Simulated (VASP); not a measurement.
# Ac2O3: X-ray absorption with a core hole

Aim: an X-ray absorption edge of Ac2O3 by the supercell core-hole method. The cell has space group P-3m1. The start is a cell from a database of measured crystal structures.

Method: LDA; plane waves and PAW (O, Ac, O), in the first sound run; inputs show where later runs differ, in VASP 6.6.1.

Report form: the programs' logs are mostly left out.

The database entry behind the starting cell is an old determination (1949), so it need not match the best structure at ambient conditions.

### Step 1. The structure

The structure is trigonal, space group P-3m1 (No. 164). The conventional cell has a = 4.080 Å, b = 4.080 Å, c = 6.300 Å, α = 90.00°, β = 90.00°, γ = 120.00°. Nearest to O lie 4 Ac at 2.49 to 2.50 Å. Nearest to Ac lie 7 O at 2.49 to 2.78 Å. Nearest to O lie 6 Ac at 2.78 Å. Farther neighbours and most contacts between anions are not listed.

### Step 2. Supercell without a hole

The cell without a hole gives, with ICORELEVEL = 1, the Kohn-Sham core levels of the initial state. It is a supercell, which puts a hole 6.3 Å from its nearest image.

File INCAR:

```
SYSTEM = Ac2O3
PREC = Accurate
ENCUT = 400
EDIFF = 1E-05
NELM = 100
ISMEAR = 0
SIGMA = 0.05
LREAL = .FALSE.
ALGO = Normal
GGA = CA
NBANDS = 100
LASPH = .TRUE.
LWAVE = .FALSE.
LCHARG = .FALSE.
KPAR = 2
NCORE = 4
ICORELEVEL = 1
```

File POSCAR:

```
Ac2O3
1.0
    8.1600000000      0.0000000000      0.0000000000
   -4.0800000000      7.0667672948      0.0000000000
    0.0000000000      0.0000000000      6.3000000000
O Ac O
1 8 11
Direct
    0.3333333334      0.1666666666      0.3700000000
    0.3333333334      0.1666666666      0.7650000000
    0.3333333334      0.6666666666      0.7650000000
    0.8333333333      0.1666666666      0.7650000000
    0.8333333334      0.6666666666      0.7650000000
    0.1666666666      0.3333333334      0.2350000000
    0.1666666667      0.8333333334      0.2350000000
    0.6666666666      0.3333333334      0.2350000000
    0.6666666666      0.8333333334      0.2350000000
    0.3333333334      0.6666666666      0.3700000000
    0.8333333333      0.1666666666      0.3700000000
    0.8333333334      0.6666666666      0.3700000000
    0.1666666666      0.3333333334      0.6300000000
    0.1666666667      0.8333333334      0.6300000000
    0.6666666666      0.3333333334      0.6300000000
    0.6666666666      0.8333333334      0.6300000000
    0.0000000000      0.0000000000      0.0000000000
    0.0000000000      0.5000000000      0.0000000000
    0.5000000000      0.0000000000      0.0000000000
    0.5000000000      0.5000000000      0.0000000000
```

File KPOINTS:

```
Automatic mesh
0
Gamma
3 3 3
0 0 0
```

PAW data sets: O, Ac and O (PBE family, release 64).

Started as:

```console
$ mpirun -np 8 vasp_std
```

Run time: 57 s. Hardware: 8 MPI ranks of AMD EPYC 7R43, shared host; peak memory 1.5 GiB.

These are scalar-relativistic Kohn-Sham levels of the ground state, with no core hole, so they are not binding energies. The PAW data sets were made with PBE, a small mismatch for LDA.

Numbers from this step:

| Quantity | Value |
| --- | --- |
| free energy (TOTEN) | -173.9147 eV |
| Fermi energy | 4.934 eV |
| pressure | -10.24 GPa |

The two shallowest core shells; atoms whose shallowest level rounds to another's at 0.01 eV are left out. Core levels, by row:

```tsv
atom	shell	level below the valence-band top (eV)
O1	1s	503.8
Ac2	5p	166.1
Ac2	5d	71.18
O17	1s	504.2
```

### Step 3. K edge, Wyckoff site O d, full hole

This step: supercell core-hole method, LDA, full hole; plane waves and PAW (O, Ac, O) (VASP 6.6.1).

One core electron is taken from the first atom, which POSCAR lists as a species of its own, and NELECT stays that of the neutral valence shell, so the cell is charged against a background. NBANDS covers the range above the edge. The first density still holds the charge taken from the core, which is what the BRMIX lines of the log report.

File INCAR:

```
SYSTEM = Ac2O3
PREC = Accurate
ENCUT = 400
EDIFF = 1E-06
NELM = 100
ISMEAR = 0
SIGMA = 0.05
LREAL = .FALSE.
ALGO = Normal
GGA = CA
NBANDS = 288
LASPH = .TRUE.
LWAVE = .FALSE.
LCHARG = .FALSE.
KPAR = 2
ICORELEVEL = 2
CLNT = 1
CLN = 1
CLL = 0
CLZ = 1
CH_LSPEC = .TRUE.
CH_NEDOS = 1500
CH_SIGMA = 0.5
NELECT = 160
```

POSCAR is that of step 2.

KPOINTS is that of step 2.

Started as:

```console
$ mpirun -np 8 vasp_std
```

The job ended after 2.9 min (8 MPI ranks; peak memory 1.7 GiB).

Numbers from this step:

```
free energy (TOTEN) : -322.0278 eV
Fermi energy        : 4.917 eV
```

The imaginary dielectric function times 10^5 has structure finer than the step of the table below, so its rows give means over 1 eV, whole bins alone (the curve runs from 516 to 560 eV). Peaks (eV: height): xx 523.6: 6.37, 529.1: 15.9, 541.3: 6.39; zz 523.2: 12.0, 527.3: 10.5, 529.4: 15.9, 542.4: 5.42, 548.6: 5.67.

Smoothed further by a Gaussian, to a width of roughly 1 to 1.2 eV in all; heights scale with one over the cell volume; the energy axis is the program's own, and the fall at its high end is where NBANDS ends. Table of imaginary dielectric function times 10^5 by photon energy; means over each step:

```tsv
photon energy (eV)	xx	zz
517	1.4e-4	0
518	0.0265	0.00140
519	0.214	0.0103
520	0.102	0.00448
521	0.0119	0.0323
522	0.677	2.45
523	4.57	10.6
524	5.93	6.03
525	4.67	3.75
526	6.16	4.27
527	11.3	9.05
528	12.1	8.28
529	14.8	11.8
530	8.42	11.4
531	2.22	4.27
532	2.97	4.09
533	3.25	3.79
534	2.47	3.93
535	3.64	4.09
536	4.07	3.12
537	3.26	4.37
538	3.17	4.00
539	3.97	2.34
540	5.36	3.25
541	6.17	4.42
542	5.22	5.04
543	3.23	4.64
544	2.42	3.34
545	2.30	2.56
546	2.66	1.82
547	2.78	3.97
548	3.21	5.53
549	3.17	4.86
550	1.45	1.33
551	0.130	0.0629
552	8.2e-4	3.4e-4
```

The smoothed xx curve reaches a tenth of its top at about 522 eV.

### Step 4. K edge, Wyckoff site O d, no hole

This step: supercell core-hole method, LDA, no hole; plane waves and PAW (O, Ac, O) (VASP 6.6.1).

With CLZ = 0 the final states feel no hole, which shows what the hole does. NBANDS covers the range above the edge.

Edit INCAR of step 3 so:

```diff
@@ -19,3 +19,3 @@
 CLL = 0
-CLZ = 1
+CLZ = 0
 CH_LSPEC = .TRUE.
@@ -23,2 +23 @@
 CH_SIGMA = 0.5
-NELECT = 160
```

POSCAR is that of step 3.

KPOINTS is that of step 3.

Started as:

```console
$ mpirun -np 8 vasp_std
```

Run time: 3 min. Hardware: 8 MPI ranks; peak memory 1.7 GiB; 23 min of CPU time.

This step gave:

```
free energy (TOTEN) : -173.9147 eV
Fermi energy        : 5.024 eV
pressure            : -10.26 GPa
```

The imaginary dielectric function times 10^5 has structure finer than the step of the table below, so its rows give means over 1 eV, whole bins alone (the curve runs from 519 to 564 eV). Peaks (eV: height): xx 530.2: 25.4, 541.7: 7.63; zz 523.7: 12.1, 528.1: 10.4, 530.3: 20.7, 537.8: 6.48, 542.9: 6.21, 548.6: 6.15.

Smoothed further by a Gaussian, to a width of roughly 1 to 1.2 eV in all; heights scale with one over the cell volume; the energy axis is the program's own, and the fall at its high end is where NBANDS ends. Table of imaginary dielectric function times 10^5 by photon energy; means over each step:

```tsv
photon energy (eV)	xx	zz
520	0	0
521	0.0106	0.00903
522	0.611	0.781
523	4.13	7.34
524	6.76	11.5
525	5.82	8.81
526	4.59	5.60
527	7.86	5.56
528	10.8	9.68
529	12.8	7.81
530	23.2	17.5
531	12.6	14.1
532	5.06	7.64
533	4.98	5.74
534	3.47	5.46
535	4.43	6.94
536	5.36	4.77
537	4.60	5.00
538	3.69	6.05
539	3.98	3.51
540	5.53	3.25
541	6.89	3.84
542	7.16	4.75
543	4.92	5.94
544	3.24	4.76
545	2.66	3.54
546	2.79	1.84
547	3.02	2.94
548	3.16	5.39
549	2.76	5.52
550	0.950	1.66
551	0.0726	0.0600
552	5.2e-4	1.7e-4
```

The smoothed xx curve reaches a tenth of its top at about 523 eV.

### Step 5. Summary

This step: supercell core-hole method, LDA; plane waves and PAW (VASP 6.6.1).

This step runs nothing: it gathers the runs above.

Core-hole runs:

```tsv
site	hole	cost (core minutes)
O d	full hole	23.2
O d	no hole	23.87
```

### Step 6. Summary of results

```yaml
k_edge_of_o_d_full_hole: xx reaches a tenth of its top at 522.39 eV on the program's axis; share within the next 5 eV of the next 20 eV: 28 %
k_edge_of_o_d_no_hole: xx reaches a tenth of its top at 522.67 eV on the program's axis; share within the next 5 eV of the next 20 eV: 21 %
```

What this shows: The O K edge, for light polarised along x, reaches a tenth of its top at 522.39 eV on the program's axis. That mark passes over any weaker pre-edge, and only dipole transitions enter. In the charged run (full hole) weight just under or at the onset may be a state bound to the hole or the highest filled band counted as a final state; this wasn't checked, so onset and share of that run are in doubt. Share of the first 20 eV of absorption, for light polarised along x, that lies within 5 eV of each run's own onset: 21 % with no hole and 28 % with full hole. One site of the element was run (Wyckoff letter d). With 20 atoms and a 3×3×3 mesh the peak shapes still carry the imprint of the mesh, and the holes are close enough to feel one another. The fall at the high end is where NBANDS ends. The other core electrons stay frozen, so neither the program's energy axis nor the change of TOTEN is an excitation energy; spectra are aligned at the onset when set beside measurement. The given cell is kept, although it stands at -10.2 GPa at LDA and ENCUT = 400 eV, which holds the mismatch of the given cell with this functional, any error of the entry itself and any basis-set error. The atoms weren't relaxed and carry forces of up to 1.8 eV/Å at LDA in the cell without a hole, so the numbers belong to the given coordinates, and a relaxation would change them. So large a force or stress means that the given cell is far from the equilibrium of this level, whether by faulty coordinates, another magnetic state or phase, or the functional; the values can't be taken for those of the compound at rest. Not tabulated here, as repeats of values shown or as unfit to read for their mesh, reference level or band range: gaps (K edge, supercell without a hole); pressures of a box with vacuum or a charge (K edge); core levels (K edge).

[Lines on the potential files, build, host, timing and source positions are cut from VASP's logs without a mark.]

[Logs are printed without paths, hosts, clocks, repeated set-up lines and the standing remarks that a program may print on its own settings, such as how far it seeks lower states.]

[Hosts, paths, dates, database ids (printed as entryN), source tags and the programs' standing remarks are cut or masked in the printed files.]
